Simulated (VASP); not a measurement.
Output of a VASP run:

### OSZICAR
```
       N       E                     dE             d eps       ncg     rms          rms(c)
DAV:   1     0.233087164323E+03    0.23309E+03   -0.13464E+04  6904   0.171E+03
DAV:   2     0.137826889650E+01   -0.23171E+03   -0.21649E+03  7100   0.371E+02
DAV:   3    -0.255217835551E+02   -0.26900E+02   -0.25725E+02  7876   0.145E+02
DAV:   4    -0.263603509789E+02   -0.83857E+00   -0.83280E+00  7648   0.274E+01
DAV:   5    -0.263843426554E+02   -0.23992E-01   -0.23983E-01  8176   0.431E+00    0.195E+01
DAV:   6    -0.240450439423E+02    0.23393E+01   -0.50892E+01 10576   0.117E+02    0.230E+01
DAV:   7    -0.225417854399E+02    0.15033E+01   -0.77237E+00  8876   0.864E+01    0.902E+00
DAV:   8    -0.228171790954E+02   -0.27539E+00   -0.21383E+00  7964   0.132E+01    0.617E+00
DAV:   9    -0.227725120921E+02    0.44667E-01   -0.17941E-01 11460   0.119E+01    0.152E+00
DAV:  10    -0.227955409424E+02   -0.23029E-01   -0.77249E-02  8972   0.417E+00    0.648E-01
DAV:  11    -0.227936572677E+02    0.18837E-02   -0.10527E-02 11288   0.285E+00    0.107E-01
DAV:  12    -0.227940560359E+02   -0.39877E-03   -0.36345E-03  8936   0.650E-01    0.688E-02
DAV:  13    -0.227940386593E+02    0.17377E-04   -0.10492E-04  8840   0.118E-01    0.403E-02
DAV:  14    -0.227940522505E+02   -0.13591E-04   -0.16803E-04  9020   0.120E-01    0.286E-02
DAV:  15    -0.227940474985E+02    0.47520E-05   -0.13103E-05  8376   0.473E-02    0.180E-02
DAV:  16    -0.227940462629E+02    0.12356E-05   -0.21412E-05  8456   0.560E-02    0.423E-03
DAV:  17    -0.227940462095E+02    0.53446E-07   -0.83537E-07  3624   0.152E-02
   1 F= -.22794046E+02 E0= -.22794046E+02  d E =-.278007E-10  mag=    -0.0000
```

OUTCAR:
```
------------------------ aborting loop because EDIFF is reached ----------------------------------------
  FORCE on cell =-STRESS in cart. coord.  units (eV):
  Direction    XX          YY          ZZ          XY          YZ          ZX
  --------------------------------------------------------------------------------------
  Total       -3.5938608     -3.5938608     -3.5938608     -0.0340022     -0.0340022     -0.0340022
  in kB     -147.9740035   -147.9740035   -147.9740035     -1.4000086     -1.4000086     -1.4000086
  external PRESSURE =    -147.9740035 kB  Pullay stress =       0.0000000 kB
  volume of cell :       38.91
      direct lattice vectors                 reciprocal lattice vectors
     4.269452000  2.134726000  2.134726000     0.351333145 -0.117111048 -0.117111048
     2.134726000  4.269452000  2.134726000    -0.117111048  0.351333145 -0.117111048
     2.134726000  2.134726000  4.269452000    -0.117111048 -0.117111048  0.351333145
 POSITION                                       TOTAL-FORCE (eV/Angst)
 -----------------------------------------------------------------------------------
      0.00000      0.00000      0.00000         0.000000     -0.000000     -0.000000
      4.26945      4.26945      4.26945         0.000000     -0.000000     -0.000000
      2.13473      2.13473      2.13473        -0.000000     -0.000000      0.000000
      6.40418      6.40418      6.40418         0.000000      0.000000      0.000000
 -----------------------------------------------------------------------------------
    total drift:                                0.000000      0.000000      0.000000
  FREE ENERGIE OF THE ION-ELECTRON SYSTEM (eV)
  ---------------------------------------------------
  free  energy   TOTEN  =       -22.7940462095 eV

  energy  without entropy=      -22.7940462094  energy(sigma->0) =      -22.79404621

 total charge

# of ion       s       p       d       tot
------------------------------------------
    1        0.312   0.358   8.209   8.878
    2        0.312   0.358   8.209   8.878
    3        1.584   3.404   0.000   4.989
    4        1.584   3.404   0.000   4.989
--------------------------------------------------
tot          3.793   7.524  16.417  27.734

 magnetization (x)

# of ion       s       p       d       tot
------------------------------------------
    1       -0.007  -0.011   1.495   1.477
    2        0.007   0.011  -1.495  -1.477
    3        0.000   0.000   0.000   0.000
    4        0.000   0.000   0.000   0.000
--------------------------------------------------
tot          0.000   0.000   0.000   0.000
```
(Selected blocks of OUTCAR.)

**POSCAR**
```
NiO
1
    4.2694520000     2.1347260000     2.1347260000
    2.1347260000     4.2694520000     2.1347260000
    2.1347260000     2.1347260000     4.2694520000
Ni O
2 2
Direct
  0.0000000000   0.0000000000   0.0000000000
  0.5000000000   0.5000000000   0.5000000000
  0.2500000000   0.2500000000   0.2500000000
  0.7500000000   0.7500000000   0.7500000000
```

Task: Reconstruct the remaining input files.

Result: One answer among several that fit: the input of the run itself, PBE GGA + U (Dudarev), plane waves, VASP's PBE PAW potentials (set 64).

INCAR:
```
ALGO = Normal
EDIFF = 1E-6
ENCUT = 400
GGA = PE
ISIF = 2
ISMEAR = -1
ISPIN = 2
LASPH = .TRUE.
LCHARG = .FALSE.
LDAU = .TRUE.
LDAUJ = 0 0
LDAUL = 2 -1
LDAUTYPE = 2
LDAUU = 1.0 0
LMAXMIX = 4
LORBIT = 11
LREAL = .FALSE.
LWAVE = .FALSE.
MAGMOM = 2.0 -2.0 2*0.0
NELM = 100
PREC = Accurate
SIGMA = 0.02
SYSTEM = NiO
```

**KPOINTS**
```
Automatic mesh
0
Gamma
9 9 9
0 0 0
```

POTCAR, in this order: Ni O (PBE.64 set). Program: vasp_std.

At this cut-off the stress carries a Pulay error, which pulls relaxed volumes low.

The structure is a typed NiO crystal. The cell was not relaxed at this level. The run is one of a series of settings (LDAU = .TRUE., LDAUJ = 0 0, LDAUL = 2 -1, LDAUTYPE = 2, LDAUU = 1.0 0 against the base run), some of them coarse on purpose.
